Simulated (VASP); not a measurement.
Data:

```
AsB
1.0
    0.00000     2.35906     2.35906
    2.35906     0.00000     2.35906
    2.35906     2.35906     0.00000
B As
1 1
Cartesian
  0.00000   0.00000   0.00000
  1.17953   1.17953   1.17953
```

These are PBE0 hybrid, VASP's PBE PAW potentials (set 64) (plane waves; VASP 6.6.1) values and carry that method's errors. Settings: 520 eV cut-off, 8×8×8 Γ-centred mesh, Gaussian smearing of 0.050 eV, potentials B As.

Problem. Predict the energy per atom (σ→0), pressure.

Solution. 
* **energy per atom (σ→0)**: -7.080 eV/atom
* **pressure**: 51.1 kbar

Total energies compare only between runs with the same potentials, cut-off and functional.

The compound is BAs in the zinc blende structure. This cell is one point of a volume scan, at 0.94 of the reference volume. The cell's shape comes from a PBE relaxation.
